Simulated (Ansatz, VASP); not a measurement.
# Cross-check of MgSi3C3O between VASP and Ansatz

Wanted: the spread between two codes on one cell, functional and k mesh. The cell is generated by rule, not measured, and may not be a known phase. The cell is taken from a series of runs on this material, whose earlier steps may have relaxed, scaled, displaced or heated it; both programs get it as it stands.

Program: Ansatz 0.2.0. Level of theory: plane waves, with VASP 6.6.1 beside it; relaxation of cell and atoms at LDA. Results are calculated unless marked as measured.

The structure was built from a prototype and need not be the compound's stable phase.

**1. The starting structure**

Symmetry: P3m1, No. 156, trigonal system. The conventional cell has a = 3.129 Å, b = 3.129 Å, c = 10.543 Å, α = 90.00°, β = 90.00°, γ = 120.00°. Nearest to C lie 4 Si at 1.83 to 1.93 Å. Nearest to C lie 4 Si at 1.85 to 1.93 Å. C has 1 Si at 1.81 Å and 3 Mg at 2.07 Å nearest. Nearest to Mg lie 3 C at 2.07 Å and 1 O at 2.17 Å. Nearest to O lie 3 Si at 1.88 Å and 1 Mg at 2.17 Å. Nearest to Si lie 1 C at 1.83 Å and 3 O at 1.88 Å. Farther neighbours and most contacts between anions are not listed.

As a file:

```cif
data_structure
_symmetry_space_group_name_H-M 'P3m1'
_symmetry_Int_Tables_number 156
_cell_length_a 3.1295
_cell_length_b 3.1295
_cell_length_c 10.5435
_cell_angle_alpha 90.000
_cell_angle_beta 90.000
_cell_angle_gamma 120.000
_cell_volume 89.43
loop_
_atom_site_label
_atom_site_type_symbol
_atom_site_symmetry_multiplicity
_atom_site_Wyckoff_symbol
_atom_site_fract_x
_atom_site_fract_y
_atom_site_fract_z
_atom_site_occupancy
C1 C 1 c 0.66667 0.33333 0.18710 1
C2 C 1 a 0.00000 0.00000 0.42601 1
C3 C 1 c 0.66667 0.33333 0.66140 1
Mg1 Mg 1 a 0.00000 0.00000 0.75789 1
O1 O 1 a 0.00000 0.00000 0.96386 1
Si1 Si 1 c 0.66667 0.33333 0.01345 1
Si2 Si 1 a 0.00000 0.00000 0.25067 1
Si3 Si 1 c 0.66667 0.33333 0.48962 1
```

**2. VASP: relaxation of cell and atoms, LDA, pair 1**

The relaxed volume is the usual yardstick between codes: in a stiff, nearly cubic crystal its relative difference is about their pressure difference at one cell divided by the bulk modulus.

Lines of VASP's logs that name or quote its potential files are left out, and so is its time.

The input, INCAR:

```
SYSTEM = MgSi3C3O
PREC = Accurate
ENCUT = 600
EDIFF = 1E-07
NELM = 120
ISMEAR = 1
SIGMA = 0.15
LREAL = .FALSE.
ALGO = Normal
GGA = CA
NBANDS = 24
LORBIT = 11
LWAVE = .FALSE.
LCHARG = .FALSE.
ISIF = 3
IBRION = 2
NSW = 80
EDIFFG = -0.005
LASPH = .TRUE.
GGA_COMPAT = .FALSE.
NELMIN = 4
KPAR = 2
```

The input, POSCAR:

```
MgSi3C3O
1.0
    3.1294900000      0.0000000000      0.0000000000
   -1.5647450000      2.7102180000      0.0000000000
    0.0000000000      0.0000000000     10.5434650000
C Mg O Si
3 1 1 3
Direct
    0.3333333333      0.6666666667      0.1871008250
    0.6666666667      0.3333333333      0.4260102348
    0.3333333333      0.6666666667      0.6613961350
    0.6666666667      0.3333333333      0.7578935388
    0.6666666667      0.3333333333      0.9638592246
    0.3333333333      0.6666666667      0.0134479509
    0.6666666667      0.3333333333      0.2506705338
    0.3333333333      0.6666666667      0.4896217705
```

The input, KPOINTS:

```
Automatic mesh
0
Gamma
12 12 4
0 0 0
```

The projector-augmented-wave data sets are C, Mg, O and Si (LDA family, release 64).

Launch:

```sh
$ mpirun -np 2 vasp_std
```

Numbers of over 12 decimals in the logs are rounded to 6 here.

The log of the run:

```text
[banner, memory and clock lines left out]
running    2 mpi-ranks, on    1 nodes
 distrk:  each k-point on    1 cores,    2 groups
 distr:  one band on    1 cores,    1 groups

 POSCAR found type information on POSCAR C MgO Si
 POSCAR found :  4 types and       8 ions
 LDA part: xc-table for (Slater(with rela. corr.)+CA(PZ))
 , standard interpolation
 POSCAR, INCAR and KPOINTS ok, starting setup
 FFT: planning ... GRIDC
 FFT: planning ... GRID_SOFT
 FFT: planning ... GRID
 WAVECAR not read
 entering main loop
       N       E                     dE             d eps       ncg     rms          rms(c)
DAV:   1     0.103964079428E+03    0.10396E+03   -0.15848E+04  3312   0.133E+03
DAV:   2    -0.573046763418E+02   -0.16127E+03   -0.15143E+03  4424   0.226E+02
DAV:   3    -0.668578769000E+02   -0.95532E+01   -0.94472E+01  4400   0.546E+01
DAV:   4    -0.669957555028E+02   -0.13788E+00   -0.13775E+00  4184   0.752E+00
DAV:   5    -0.669985088125E+02   -0.27533E-02   -0.27527E-02  4400   0.998E-01    0.177E+01
DAV:   6    -0.593928323144E+02    0.76057E+01   -0.31643E+01  4192   0.307E+01    0.104E+01
DAV:   7    -0.567902242116E+02    0.26026E+01   -0.12282E+01  4440   0.190E+01    0.536E+00
DAV:   8    -0.566692498051E+02    0.12097E+00   -0.11540E+00  4280   0.684E+00    0.260E+00
DAV:   9    -0.566083558365E+02    0.60894E-01   -0.17990E-01  4176   0.269E+00    0.790E-01
DAV:  10    -0.566015808721E+02    0.67750E-02   -0.25353E-02  4232   0.985E-01    0.213E-01
DAV:  11    -0.566014497385E+02    0.13113E-03   -0.19876E-03  4328   0.245E-01    0.140E-01
DAV:  12    -0.566013858859E+02    0.63853E-04   -0.30603E-04  4376   0.128E-01    0.512E-02
DAV:  13    -0.566013721144E+02    0.13771E-04   -0.98773E-05  4176   0.607E-02    0.222E-02
DAV:  14    -0.566013680224E+02    0.40920E-05   -0.20391E-05  4288   0.246E-02    0.120E-02
DAV:  15    -0.566013679324E+02    0.90040E-07   -0.42028E-06  4512   0.190E-02    0.459E-03
DAV:  16    -0.566013673388E+02    0.59354E-06   -0.12315E-06  4424   0.937E-03    0.104E-03
DAV:  17    -0.566013673415E+02   -0.26871E-08   -0.18757E-07  3112   0.270E-03
   1 F= -.56601367E+02 E0= -.56601496E+02  d E =-.566014E+02
[... from here on, the cycles between the ionic steps are left out ...]
   2 F= -.56601820E+02 E0= -.56601945E+02  d E =-.452480E-03
   3 F= -.56601900E+02 E0= -.56602022E+02  d E =-.532448E-03
   4 F= -.56602105E+02 E0= -.56602230E+02  d E =-.204714E-03
   5 F= -.56602105E+02 E0= -.56602230E+02  d E =-.204734E-03
   6 F= -.56602190E+02 E0= -.56602316E+02  d E =-.849790E-04
   7 F= -.56602224E+02 E0= -.56602352E+02  d E =-.119549E-03
   8 F= -.56602253E+02 E0= -.56602381E+02  d E =-.288253E-04
   9 F= -.56602254E+02 E0= -.56602382E+02  d E =-.298725E-04
  10 F= -.56602265E+02 E0= -.56602392E+02  d E =-.107925E-04
 trial-energy change:   -0.000011  1 .order   -0.000011   -0.000025    0.000004
 step:   0.8126(harm=  0.8126)  dis= 0.00059  next Energy=   -56.602265 (dE=-0.109E-04)
 bond charge predicted
       N       E                     dE             d eps       ncg     rms          rms(c)
DAV:   1    -0.566022651669E+02   -0.41488E-06   -0.33177E-05  3312   0.354E-02    0.248E-03
DAV:   2    -0.566022650438E+02    0.12306E-06   -0.55175E-07  4328   0.492E-03    0.127E-03
DAV:   3    -0.566022650064E+02    0.37484E-07   -0.77811E-08  2872   0.229E-03    0.667E-04
DAV:   4    -0.566022649962E+02    0.10115E-07   -0.24741E-08  1792   0.125E-03
  11 F= -.56602265E+02 E0= -.56602392E+02  d E =-.110516E-04
 curvature:  -0.67 expect dE=-0.212E-05 dE for cont linesearch -0.230E-09
 trial: gam= 0.11937 g(F)=  0.234E-05 g(S)=  0.827E-06 ort =-0.123E-06 (trialstep = 0.916E+00)
 search vector abs. value=  0.377E-05
 reached required accuracy - stopping structural energy minimisation
```

OUTCAR, selected parts (step 2):

```text
ion  position               nearest neighbor table
   1  0.333  0.667  0.187-   6 1.83   7 1.93   7 1.93   7 1.93
   2  0.667  0.333  0.426-   7 1.85   8 1.93   8 1.93   8 1.93
   3  0.333  0.667  0.661-   8 1.81   4 2.07   4 2.07   4 2.07
   4  0.667  0.333  0.758-   3 2.07   3 2.07   3 2.07   5 2.17   6 3.24   6 3.24   6 3.24   8 3.36
                             8 3.36   8 3.36
   5  0.667  0.333  0.964-   6 1.88   6 1.88   6 1.88   4 2.17
   6  0.333  0.667  0.013-   1 1.83   5 1.88   5 1.88   5 1.88   7 3.09   7 3.09   7 3.09   4 3.24
                             4 3.24   4 3.24
   7  0.667  0.333  0.251-   2 1.85   1 1.93   1 1.93   1 1.93   6 3.09   6 3.09   6 3.09   8 3.10
                             8 3.10   8 3.10
   8  0.333  0.667  0.490-   3 1.81   2 1.93   2 1.93   2 1.93   7 3.10   7 3.10   7 3.10   4 3.36
                             4 3.36   4 3.36

  LATTYP: Found a hexagonal cell.
 ALAT       =     3.1294900000
 C/A-ratio  =     3.3690681229

 Subroutine GETGRP returns: Found  6 space group operations
 (whereof  6 operations were pure point group operations)

The static configuration has the point symmetry C_3v.

 Found     69 irreducible k-points:

   k-points           NKPTS =     69   k-points in BZ     NKDIM =     69   number of bands    NBANDS=     24

   dimension x,y,z NGX =    28 NGY =   28 NGZ =   84
   dimension x,y,z NGXF=    56 NGYF=   56 NGZF=  168

   ENCUT  =  600.0 eV  44.10 Ry    6.64 a.u.   6.25  6.25 21.06*2*pi/ulx,y,z

   NELECT =      32.0000    total number of electrons

 k-points in reciprocal lattice and weights: Automatic mesh
   0.00000000  0.00000000  0.00000000       0.002
   0.08333333  0.00000000  0.00000000       0.010
   0.16666667  0.00000000  0.00000000       0.010
   0.25000000  0.00000000  0.00000000       0.010
   0.33333333  0.00000000  0.00000000       0.010
   0.41666667  0.00000000  0.00000000       0.010
   0.50000000  0.00000000  0.00000000       0.005
   0.08333333  0.08333333  0.00000000       0.010
   0.16666667  0.08333333  0.00000000       0.021
[...]
0.33333333  0.25000000  0.50000000       0.021
   0.33333333  0.33333333  0.50000000       0.003

 average (electrostatic) potential at core
       1 -51.3832       2 -50.5133       3 -50.3655       4 -32.8370       5 -72.2486
       6 -85.3720       7 -83.9756       8 -83.1264

 E-fermi :   7.6790

 k-point     1 :       0.0000    0.0000    0.0000
  band No.  band energies     occupation
    ...
     11       5.1822      2.00000
     12       5.1855      2.00000
     13       5.7824      2.00000
     14       6.2794      2.00000
     15       6.2794      2.00000
     16       8.7088     -0.00000
     17       8.7088     -0.00000
     18      10.8668      0.00000
     19      11.5489      0.00000
     20      12.0612      0.00000
    ...

 k-point     2 :       0.0833    0.0000    0.0000
  band No.  band energies     occupation
    ...
     11       5.0203      2.00000
     12       5.1960      2.00000
     13       5.6403      2.00000
     14       6.1224      2.00000
     15       6.1509      2.00000
     16       8.3551     -0.00000
     17       8.6529     -0.00000
     18      10.9818      0.00000
     19      11.5053      0.00000
     20      11.8383      0.00000
    ...

 k-point     3 :       0.1667    0.0000    0.0000
  band No.  band energies     occupation
    ...
     12       4.6319      2.00000
     13       5.0875      2.00000
     14       5.8254      2.00000
     15       6.6508      2.00000
     16       7.5172      2.06290
     17       8.4918     -0.00000
     18      10.3830     -0.00000
     19      11.0655      0.00000
     20      11.7281      0.00000
     21      12.6613      0.00000
    ...

  Total       -0.0038037     -0.0038037     -0.0104024      0.0000000      0.0000000      0.0000000
  in kB       -0.0682318     -0.0682319     -0.1866000      0.0000000      0.0000000      0.0000000
  external PRESSURE =      -0.1076879 kB  Pullay stress =       0.0000000 kB

  energy-cutoff  :      600.00
  volume of cell :       89.32
      direct lattice vectors                 reciprocal lattice vectors
     3.129667330  0.000000000 -0.000000000     0.319522778  0.184476551 -0.000000000
    -1.564833665  2.710371572  0.000000000    -0.000000000  0.368953102 -0.000000000
    -0.000000000  0.000000000 10.529460428     0.000000000 -0.000000000  0.094971628

 POSITION                                       TOTAL-FORCE (eV/Angst)
 -----------------------------------------------------------------------------------
     -0.00000      1.80691      1.96716        -0.000000      0.000000      0.003694
      1.56483      0.90346      4.48802         0.000000     -0.000000     -0.002673
     -0.00000      1.80691      6.96997         0.000000     -0.000000     -0.002392
      1.56483      0.90346      7.98995         0.000000      0.000000      0.000009
      1.56483      0.90346     10.13841         0.000000      0.000000      0.000484
     -0.00000      1.80691      0.13544         0.000000     -0.000000     -0.003261
      1.56483      0.90346      2.63785        -0.000000      0.000000      0.000937
     -0.00000      1.80691      5.15868        -0.000000      0.000000      0.003203
 -----------------------------------------------------------------------------------
    total drift:                                0.000000     -0.000004      0.000120

  FREE ENERGIE OF THE ION-ELECTRON SYSTEM (eV)
  ---------------------------------------------------
  free  energy   TOTEN  =       -56.6022649962 eV

  energy  without entropy=      -56.6026470964  energy(sigma->0) =      -56.60239236

 reached required accuracy - stopping structural energy minimisation

 total charge
# of ion       s       p       d       tot
------------------------------------------
    1        0.825   1.682   0.000   2.507
    2        0.831   1.670   0.000   2.501
    3        0.897   1.476   0.000   2.373
    4        0.216   0.211   0.059   0.486
    5        1.617   3.428   0.000   5.045
    6        0.764   0.812   0.000   1.576
    7        0.719   0.952   0.000   1.670
    8        0.712   0.955   0.000   1.667
--------------------------------------------------
tot          6.581  11.187   0.059  17.826

[... 3 further parts left out ...]
```

CONTCAR:

```
MgSi3C3O
   1.00000000000000
     3.1296673295694415    0.0000000000000000   -0.0000000000000000
    -1.5648336647847207    2.7103715719389627    0.0000000000000000
    -0.0000000000000000    0.0000000000000000   10.5294604280376749
  C               Mg              O               Si
     3     1     1     3
Direct
     0.3333333332999970    0.6666666667000030    0.1868247818056570
     0.6666666667000030    0.3333333332999970    0.4262342962814854
     0.3333333332999970    0.6666666667000030    0.6619497621991316
     0.6666666667000030    0.3333333332999970    0.7588181025192055
     0.6666666667000030    0.3333333332999970    0.9628610920061933
     0.3333333332999970    0.6666666667000030    0.0128634129841367
     0.6666666667000030    0.3333333332999970    0.2505208487910752
     0.3333333332999970    0.6666666667000030    0.4899279168131156
```

[end of part 1 of 2]

[Lines on the potential files, build, host, timing and source positions are cut from VASP's logs without a mark.]

[Logs are printed without paths, hosts, clocks, repeated set-up lines and the standing remarks that a program may print on its own settings, such as how far it seeks lower states.]

[Hosts, paths, dates, database ids (printed as entryN), source tags and the programs' standing remarks are cut or masked in the printed files.]
